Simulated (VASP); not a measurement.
A VASP calculation is set up with these files.

POSCAR:
```
NbPd3
1
   -1.9582700000     1.9582700000     4.0180300000
    1.9582700000    -1.9582700000     4.0180300000
    1.9582700000     1.9582700000    -4.0180300000
Nb Pd
1 3
Direct
  0.0000000000   0.0000000000   0.0000000000
  0.5000000000   0.5000000000   0.0000000000
  0.7500000000   0.2500000000   0.5000000000
  0.2500000000   0.7500000000   0.5000000000
```

### KPOINTS
```
Automatic mesh
0
Gamma
10 10 10
0 0 0
```

**INCAR**
```
ALGO = Normal
EDIFF = 1E-6
ENCUT = 150
GGA = PE
ISIF = 2
ISMEAR = 1
LASPH = T
LCHARG = F
LMAXMIX = 4
LREAL = F
LWAVE = F
NELM = 100
PREC = Accurate
SIGMA = 0.1
SYSTEM = NbPd3
```

POTCAR, in this order: Nb_sv Pd (PBE.64 set). Program: vasp_std.

Q: Translate this PBE calculation to Quantum ESPRESSO's pw.x.

A: One equivalent input (not run):
```
&CONTROL
  calculation = 'scf'
  pseudo_dir = './pseudo'
  outdir = './out'
  tprnfor = .true.
  tstress = .true.
/
&SYSTEM
  ibrav = 0
  nat = 4
  ntyp = 2
  ecutwfc = 82
  occupations = 'smearing'
  smearing = 'methfessel-paxton'
  degauss = 0.00735
  input_dft = 'pbe'
/
&ELECTRONS
  conv_thr = 7.3e-08
  electron_maxstep = 100
/
ATOMIC_SPECIES
  Nb 92.906 Nb.upf
  Pd 106.420 Pd.upf
CELL_PARAMETERS angstrom
    -1.9582700    1.9582700    4.0180300
     1.9582700   -1.9582700    4.0180300
     1.9582700    1.9582700   -4.0180300
ATOMIC_POSITIONS crystal
  Nb   0.0000000  0.0000000  0.0000000
  Pd   0.5000000  0.5000000  0.0000000
  Pd   0.7500000  0.2500000  0.5000000
  Pd   0.2500000  0.7500000  0.5000000
K_POINTS automatic
  10 10 10 0 0 0
```
Limits of the translation: the potentials are each code's own (VASP's PAW set, PseudoDojo norm-conserving files in pw.x), so ENCUT and ecutwfc are chosen apart and not converted; conv_thr bounds pw.x's estimated SCF error, while EDIFF bounds the energy change between steps.

The structure comes from a computed database's NbPd3 entry (I4/mmm); how it stands against other phases isn't given here. The cell was not relaxed at this level. The run is one of a series of settings (ENCUT = 150 against the base run), some of them coarse on purpose.
